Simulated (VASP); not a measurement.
Data:

```
NaH
1.0
    0.00000     2.38141     2.38141
    2.38141     0.00000     2.38141
    2.38141     2.38141     0.00000
Na H
1 1
Cartesian
  0.00000   0.00000   0.00000
  2.38141   2.38141   2.38141
```

Level of theory: r2SCAN meta-GGA, VASP's PBE PAW potentials (set 64) (plane waves; VASP). Numerical set-up: 400 eV cut-off, 12×12×12 Γ-centred mesh, Gaussian smearing of 0.010 eV, potentials Na_pv H.

**Question.** Predict the energy per atom (σ→0), band gap (on the k-mesh) with the smallest direct gap where there is one.

**Answer.** 
| Quantity | Result |
|---|---|
| band gap (on the k-mesh) | 4.44 eV |
| smallest direct gap (on the k-mesh) | 5.30 eV |
| energy per atom (σ→0) | -3.801 eV/atom |

The compound is NaH in the rock salt structure. It was relaxed first, which changed the volume by -7 %.
